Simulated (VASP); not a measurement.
# Cd2TeO (P-4m2) in VASP: single point with r2SCAN

Aim: the single point of Cd2TeO with r2SCAN.

All numbers are computed with VASP 6.6.1; they aren't measurements. Logs are shortened: lines on timing, memory, paths and dates and some standing lists are left out, and cuts for length are marked.

## 1. The structure

It takes space group P-4m2 (No. 115, tetragonal). Conventional cell: a = 4.199 Å, b = 4.199 Å, c = 5.689 Å, α = 90.00°, β = 90.00°, γ = 90.00°. Around Cd (site symmetry 2mm) lie 2 O at 2.31 Å. Te (site symmetry -4m2) has 4 Cd at 2.81 Å as nearest neighbours. Around O (site symmetry -4m2) lie 4 Cd at 2.31 Å.

The cell was built by a generator and needn't be a form met in nature.

## 2. Single point, r2SCAN

Contents of INCAR:

```
ALGO     = Normal         # electronic algorithm
EDIFF    = 1E-6           # SCF threshold, eV
ENCUT    = 520            # plane-wave cutoff, eV
ISIF     = 2              # what is computed and relaxed
ISMEAR   = 0              # smearing method
KPAR     = 4            
LASPH    = T              # aspherical terms in the spheres
LCHARG   = F              # write CHGCAR
LMIXTAU  = T            
LREAL    = F              # projectors in reciprocal space
LWAVE    = F              # write WAVECAR
METAGGA  = R2SCAN         # meta-GGA
NELM     = 150            # most SCF steps
PREC     = Accurate       # precision mode
SIGMA    = 0.1            # smearing width, eV
```

Contents of KPOINTS:

```
k-points
0
Gamma
  8 8 6
```

Contents of POSCAR:

```
Cd2TeO                                  
1.0
    4.1991141830      0.0000000000     -0.0000000000
    0.0000000000      4.1991141830      0.0000000000
   -0.0000000000      0.0000000000      5.6887364601
  Cd              Te              O             
     2     1     1
Direct
     0.5000000000000000    1.0000000000000000    0.6710784227906170
     1.0000000000000000    0.5000000000000000    0.3289215772093901
     1.0000000000000000    1.0000000000000000    0.0000000000000000
     0.5000000000000000    0.5000000000000000    0.5000000000000000
```

Potentials or basis: VASP PAW PBE potentials, release 64 (Cd, Te, O).

On the command line:

```
cat potpaw_PBE.64/Cd/POTCAR potpaw_PBE.64/Te/POTCAR potpaw_PBE.64/O/POTCAR > POTCAR
mpirun -np 4 vasp_std > vasp.out
```

OUTCAR:

```text
EDIFF = 1E-6
   ENCUT = 520
   ISIF = 2
   ISMEAR = 0
   LASPH = T
   LREAL = F
   METAGGA = R2SCAN
   NELM = 150
   PREC = Accurate

 ion  position               nearest neighbor table
   1  0.500  0.000  0.671-   4 2.31   4 2.31   3 2.81   3 2.81   2 3.55   2 3.55   2 3.55   2 3.55

   2  0.000  0.500  0.329-   4 2.31   4 2.31   3 2.81   3 2.81   1 3.55   1 3.55   1 3.55   1 3.55

   3  0.000  0.000  0.000-   1 2.81   1 2.81   2 2.81   2 2.81
   4  0.500  0.500  0.500-   2 2.31   2 2.31   1 2.31   1 2.31

  LATTYP: Found a simple tetragonal cell.
 ALAT       =     4.1991141830
 C/A-ratio  =     1.3547467900

  Lattice vectors:

 A1 = (   4.1991141830,   0.0000000000,   0.0000000000)
 A2 = (   0.0000000000,   4.1991141830,   0.0000000000)
 A3 = (   0.0000000000,   0.0000000000,   5.6887364601)

Analysis of symmetry for initial positions (statically):
=====================================================================
 Subroutine PRICEL returns:
 Original cell was already a primitive cell.

 Routine SETGRP: Setting up the symmetry group for a
 simple tetragonal supercell.

 Subroutine GETGRP returns: Found  8 space group operations
 (whereof  8 operations were pure point group operations)
 out of a pool of 16 trial point group operations.

The static configuration has the point symmetry D_2d.

Analysis of symmetry for dynamics (positions and initial velocities):
=====================================================================
 Subroutine PRICEL returns:
 Original cell was already a primitive cell.

 Routine SETGRP: Setting up the symmetry group for a
 simple tetragonal supercell.

 Subroutine GETGRP returns: Found  8 space group operations
 (whereof  8 operations were pure point group operations)
 out of a pool of 16 trial point group operations.

The dynamic configuration has the point symmetry D_2d.

 Subroutine INISYM returns: Found  8 space group operations
 (whereof  8 operations are pure point group operations),
 and found     1 'primitive' translations

----------------------------------------------------------------------------------------

                                     Primitive cell

  volume of cell :     100.3070

  direct lattice vectors                    reciprocal lattice vectors
     4.199114183  0.000000000  0.000000000     0.238145465  0.000000000  0.000000000
     0.000000000  4.199114183  0.000000000     0.000000000  0.238145465  0.000000000
     0.000000000  0.000000000  5.688736460     0.000000000  0.000000000  0.175785960

  length of vectors
     4.199114183  4.199114183  5.688736460     0.238145465  0.238145465  0.175785960

  position of ions in fractional coordinates (direct lattice)
     0.500000000  0.000000000  0.671078423
     0.000000000  0.500000000  0.328921577
     0.000000000  0.000000000  0.000000000
     0.500000000  0.500000000  0.500000000

  ion indices of the primitive-cell ions
   primitive index   ion index
                 1           1
                 2           2
                 3           3
                 4           4

----------------------------------------------------------------------------------------

 KPOINTS: k-points

Automatic generation of k-mesh.
 Grid dimensions read from file:
 generate k-points for:    8    8    6

 Generating k-lattice:

  Cartesian coordinates                     Fractional coordinates (reciprocal lattice)
     0.029768183  0.000000000  0.000000000     0.125000000  0.000000000  0.000000000
     0.000000000  0.029768183  0.000000000     0.000000000  0.125000000  0.000000000
     0.000000000  0.000000000  0.029297660     0.000000000  0.000000000  0.166666667

  Length of vectors
     0.029768183  0.029768183  0.029297660

  Shift w.r.t. Gamma in fractional coordinates (k-lattice)
     0.000000000  0.000000000  0.000000000

 Subroutine IBZKPT returns following result:
 ===========================================

 Found     60 irreducible k-points:

 Following reciprocal coordinates:
            Coordinates               Weight
  0.000000  0.000000  0.000000      1.000000
  0.125000  0.000000  0.000000      4.000000
  0.250000  0.000000  0.000000      4.000000
  0.375000  0.000000  0.000000      4.000000
  0.500000  0.000000  0.000000      2.000000
  0.125000  0.125000  0.000000      4.000000
[... 16 lines left out ...]
  0.375000  0.125000  0.166667     16.000000
  0.500000  0.125000  0.166667      8.000000
 [... further k-points ...]
   k-points           NKPTS =     60   k-points in BZ     NKDIM =     60   number of bands    NBANDS=     22
   number of dos      NEDOS =    301   number of ions     NIONS =      4
   total plane-waves  NPLWV =  43008
   dimension x,y,z NGX =    32 NGY =   32 NGZ =   42
   dimension x,y,z NGXF=    64 NGYF=   64 NGZF=   84
   ions per type =               2   1   1
   NGX,Y,Z   is equivalent  to a cutoff of  12.67, 12.67, 12.27 a.u.
   NGXF,Y,Z  is equivalent  to a cutoff of  25.34, 25.34, 24.55 a.u.
 SYSTEM =  unknown system
   PREC   = accura    normal or accurate (medium, high low for compatibility)
   ISTART =      0    job   : 0-new  1-cont  2-samecut
   ICHARG =      2    charge: 1-file 2-atom 10-const
   ISPIN  =      1    spin polarized calculation?
   LNONCOLLINEAR =      F non collinear calculations
   LSORBIT =      F    spin-orbit coupling
   LASPH  =      T    aspherical Exc in radial PAW
   ENCUT  =  520.0 eV  38.22 Ry    6.18 a.u.   7.81  7.81 10.58*2*pi/ulx,y,z
   NELM   =    150;   NELMIN=  2; NELMDL= -5     # of ELM steps
   EDIFF  = 0.1E-05   stopping-criterion for ELM
   LREAL  =      F    real-space projection
[... 7 lines left out ...]
   TEBEG  =    0.0;   TEEND  =   0.0 temperature during run
   PSTRESS=    0.0 pullay stress
   NELECT =      36.0000    total number of electrons
   NUPDOWN=      -1.0000    fix difference up-down
   EMIN   =  10.00;   EMAX   =-10.00  energy-range for DOS
   EFERMI =   0.00;   METHOD = LEGACY
   ISMEAR =     0;   SIGMA  =   0.10  broadening in eV -4-tet -1-fermi 0-gaus
   EFERMI_NEDOS =   21; number of points for ismear=-14 and -15
   IALGO  =     38    algorithm
   IMIX   =      4    mixing-type and parameters
     AMIX     =   0.40;   BMIX     =  1.00
     AMIX_MAG =   1.60;   BMIX_MAG =  1.00
  volume/ion in A,a.u.               =      25.08       169.23
  Fermi-wavevector in a.u.,A,eV,Ry     =   1.163408  2.198522 18.415724  1.353517
  Thomas-Fermi vector in A             =   2.299958
   LORBIT       =      0    0 simple, 1 ext, 2 COOP (PROOUT), +10 PAW based schemes
   METAGGA = R2SCAN    functional components
   LHFCALC =     F    Hartree Fock is set to
   AEXX    =    0.0000 exact exchange contribution
   IVDW    =     0    specifies the selected vdW correction
   LEPSILON=     F    determine dielectric tensor
   LRPA    =     F    only Hartree local field effects (RPA)
 non-spin polarized calculation
 Gauss-broadening in eV      SIGMA  =   0.10
  energy-cutoff  :      520.00
  volume of cell :      100.31
 maximum number of plane-waves:      2724
 NGX is ok and might be reduce to    32
   NGX = 15   NGY = 15   NGZ = 21

 number of electron      36.0000024 magnetization

 Free energy of the ion-electron system (eV)
  ---------------------------------------------------
  ext. energy  EPLUGINS =         0.00000000
  ---------------------------------------------------
  free energy    TOTEN  =       -74.29067279 eV

  energy without entropy =      -74.28844833  energy(sigma->0) =      -74.28956056

 E-fermi :   1.9492     XC(G=0):  -9.7329

 val. band max:        1.9053403218   @ k =   0.5000   0.0000   0.5000
 cond. band min:       1.9720534289   @ k =   0.1250   0.0000   0.0000
 fundamental gap:      0.0667131071
 Fermi energy:         1.9491665915

 k-point     1 :       0.0000    0.0000    0.0000
  band No.  band energies     occupation
      1     -16.3007      2.00000
      2      -9.5226      2.00000
      3      -6.6659      2.00000
      4      -6.6659      2.00000
      5      -6.5640      2.00000
      6      -6.4756      2.00000
[... 14 lines left out ...]
     21       6.1052      0.00000
     22       9.2550      0.00000

 k-point     2 :       0.1250    0.0000    0.0000
  band No.  band energies     occupation
      1     -16.2913      2.00000
      2      -9.4822      2.00000
      3      -6.6647      2.00000
      4      -6.6604      2.00000
      5      -6.5493      2.00000
      6      -6.4708      2.00000
[... 14 lines left out ...]
     21       6.6611      0.00000
     22       8.6019      0.00000

 k-point     3 :       0.2500    0.0000    0.0000
  band No.  band energies     occupation
      1     -16.2686      2.00000
      2      -9.3815      2.00000
      3      -6.6635      2.00000
      4      -6.6451      2.00000
      5      -6.5198      2.00000
      6      -6.4680      2.00000
[... 14 lines left out ...]
     21       6.8364      0.00000
     22       7.7944      0.00000

 k-point     4 :       0.3750    0.0000    0.0000
  band No.  band energies     occupation
      1     -16.2459      2.00000
      2      -9.2764      2.00000
      3      -6.6793      2.00000
      4      -6.6218      2.00000
      5      -6.5326      2.00000
      6      -6.4162      2.00000
[... 14 lines left out ...]
     21       6.6680      0.00000
     22       7.1771      0.00000

 k-point     5 :       0.5000    0.0000    0.0000
  band No.  band energies     occupation
      1     -16.2365      2.00000
      2      -9.2315      2.00000
      3      -6.6867      2.00000
      4      -6.5990      2.00000
      5      -6.5702      2.00000
      6      -6.3700      2.00000
[... 417 lines left out ...]
 k-point    22 :       0.2500    0.1250    0.1667
  band No.  band energies     occupation
      1     -16.2591      2.00000
      2      -9.3322      2.00000
      3      -6.6541      2.00000
      4      -6.6035      2.00000
      5      -6.5313      2.00000
      6      -6.4969      2.00000
[... 14 lines left out ...]
     21       7.1040      0.00000
     22       8.0965      0.00000

 k-point    23 :       0.3750    0.1250    0.1667
  band No.  band energies     occupation
      1     -16.2367      2.00000
      2      -9.2373      2.00000
      3      -6.6494      2.00000
      4      -6.6015      2.00000
      5      -6.5534      2.00000
      6      -6.4059      2.00000
[... 14 lines left out ...]
     21       7.3148      0.00000
     22       7.7505      0.00000

 k-point    24 :       0.5000    0.1250    0.1667
  band No.  band energies     occupation
      1     -16.2273      2.00000
      2      -9.1974      2.00000
      3      -6.6486      2.00000
      4      -6.5992      2.00000
      5      -6.5675      2.00000
      6      -6.3570      2.00000
[... 14 lines left out ...]
     21       7.3342      0.00000
     22       7.5424      0.00000

 [... further k-points ...]
[... 5 lines left out ...]
  --------------------------------------------------------------------------------------
  -------------------------------------------------------------------------------------
  Total       -1.1944767     -1.1944767     -1.2925512      0.0000000      0.0000000      0.0000000
  in kB      -19.0790649    -19.0790649    -20.6455831      0.0000000      0.0000000      0.0000000
  external PRESSURE =     -19.6012376 kB  Pullay stress =       0.0000000 kB

 VOLUME and BASIS-vectors are now :
 -----------------------------------------------------------------------------
  energy-cutoff  :      520.00
  volume of cell :      100.31
      direct lattice vectors                 reciprocal lattice vectors
     4.199114183  0.000000000  0.000000000     0.238145465  0.000000000  0.000000000
     0.000000000  4.199114183  0.000000000     0.000000000  0.238145465  0.000000000
     0.000000000  0.000000000  5.688736460     0.000000000  0.000000000  0.175785960

 POSITION                                       TOTAL-FORCE (eV/Angst)
 -----------------------------------------------------------------------------------
      2.09956      0.00000      3.81759        -0.000000     -0.000000     -0.062525
      0.00000      2.09956      1.87115         0.000000     -0.000000      0.062525
      0.00000      0.00000      0.00000         0.000000     -0.000000      0.000000
      2.09956      2.09956      2.84437         0.000000      0.000000      0.000000
 -----------------------------------------------------------------------------------
    total drift:                                0.000000      0.000000     -0.000000

  FREE ENERGIE OF THE ION-ELECTRON SYSTEM (eV)
  ---------------------------------------------------
  free  energy   TOTEN  =       -74.2906727924 eV

  energy  without entropy=      -74.2884483272  energy(sigma->0) =      -74.28956056
```

It took 100 s on 4 MPI ranks of Intel Xeon Platinum 8488C (Sapphire Rapids), shared host; peak memory 0.3 GiB.

What came out:

```yaml
Free_energy: -74.2907 eV
Pressure: -2.0 GPa
Largest_force: 0.063 eV/Å
Band_gap_on_the_k_mesh: none (metal or under the smearing width)
```

Forces in eV/Å, atoms in the order of the input:
```
Cd   0.000  0.000 -0.063
Cd   0.000  0.000  0.063
Te   0.000  0.000  0.000
O    0.000  0.000  0.000
```

Levels at points of the mesh, in eV from the Fermi level:
| k point | band 15 | band 16 | band 17 | band 18 | band 19 | band 20 | band 21 | band 22 |
| --- | --- | --- | --- | --- | --- | --- | --- | --- |
| (0.00, 0.00, 0.00) | -2.81 | -0.88 | -0.84 | -0.20 | -0.20 | 4.05 | 4.16 | 7.31 |
| (0.50, 0.00, 0.00) | -2.40 | -2.38 | -2.24 | -0.16 | 2.51 | 2.79 | 4.45 | 5.34 |
| (0.50, 0.50, 0.00) | -2.55 | -2.08 | -2.08 | -1.66 | 2.21 | 3.31 | 4.02 | 4.02 |
| (0.00, 0.00, 0.50) | -2.61 | -2.13 | -0.36 | -0.36 | 2.37 | 3.58 | 4.71 | 5.30 |
| (0.50, 0.00, 0.50) | -2.37 | -1.43 | -1.35 | -0.04 | 0.76 | 4.22 | 4.99 | 6.42 |
| (0.50, 0.50, 0.50) | -2.87 | -2.65 | -2.54 | -2.54 | 3.51 | 3.51 | 4.45 | 5.91 |

Caveat: the PAW data sets were made with another functional, which shifts forces and pressure a little.
